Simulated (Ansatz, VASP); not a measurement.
## LiY3: VASP beside Ansatz

```
CELL_PARAMETERS angstrom
-2.36719 2.36719 5.32664
2.36719 -2.36719 5.32664
2.36719 2.36719 -5.32664
ATOMIC_POSITIONS crystal
Y 0.50000 0.50000 0.00000
Y 0.25000 0.75000 0.50000
Y 0.75000 0.25000 0.50000
Li 0.00000 0.00000 0.00000
```

The cell comes from a database or a generator and needn't be the stable form of this composition.

Alike in both runs: task relaxation of cell and atoms; functional RPBE; dispersion D3(BJ); k mesh 6 × 6 × 6; occupations fermi-dirac, width 0.05 eV; no spin polarisation.

```csv
,VASP,Ansatz
version,VASP 6.6.1,Ansatz 0.2.0
potentials or method,"VASP PAW PBE potentials, release 64 (Y_sv, Li_sv)",Ansatz PAW
plane-wave cutoff (eV),600,420
valence electrons in the cell,36,36
```

VASP gave:

```
gap on the k mesh at the Fermi level, each at its own relaxed structure (eV) : none
relaxed volume (Å³/atom)                                                     : 19.01
relaxed cell length with the largest relative difference (Å)                 : 5.284
energy change over the relaxation (meV/atom)                                 : -638
```

Q: What did Ansatz give for the same quantities?

A: gap on the k mesh at the Fermi level, each at its own relaxed structure (eV): none; relaxed volume (Å³/atom): 19.08; relaxed cell length with the largest relative difference (Å): 5.293; energy change over the relaxation (meV/atom): -625.

A gap of «none» marks a metal or a gap that the smearing closes.

Caveats: the volume moved by over 15 % at a fixed basis, so the end points are rough; pairwise dispersion overbinds metals, which lowers pressure and volume; the cutoff is under 1.25 times the usual one of these potentials, so pressure, stress and relaxed cells hold a basis-set (Pulay) error (VASP); the PAW data sets were made with another functional, which shifts forces and pressure a little (VASP); the plane-wave basis is chosen anew once the cell has moved, so the energies of steps on either side of that aren't comparable (Ansatz); the PAW data sets come from PBE, with cores solved anew for the run's functional, which leaves a small shift of forces and pressure (Ansatz).
